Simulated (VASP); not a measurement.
Method: AM05 GGA, VASP's PBE PAW potentials (set 64) (plane waves; VASP 6.6.1).

A VASP calculation is set up with these files.

File KPOINTS:
```
Automatic mesh
0
Gamma
16 16 16
0 0 0
```

POSCAR:
```
Ta
1
   -1.6721551732     1.6721551732     1.6721551732
    1.6721551732    -1.6721551732     1.6721551732
    1.6721551732     1.6721551732    -1.6721551732
Ta
1
Direct
  0.0000000000   0.0000000000   0.0000000000
```

### INCAR
```
ALGO = Normal
EDIFF = 1E-7
ENCUT = 520
GGA = AM
ISIF = 2
ISMEAR = 1
LASPH = .TRUE.
LCHARG = .FALSE.
LMAXMIX = 6
LREAL = .FALSE.
LWAVE = .FALSE.
NELM = 100
PREC = Accurate
SIGMA = 0.1
SYSTEM = Ta
```

POTCAR, in this order: Ta_pv (PBE.64 set). Program: vasp_std.

Q: What will the output report for the number of irreducible k-points (NKPTS), largest plane-wave count, number of space-group operations, FFT grid (NGX, NGY, NGZ)?

A: 
The number of irreducible k-points (NKPTS) comes out as 145, the largest plane-wave count is 531 and the number of space-group operations is 48. The FFT grid (NGX, NGY, NGZ) is 24 × 24 × 24.

The compound is Ta in the bcc structure. This cell is one point of a volume scan, at 1.06 of the reference volume.
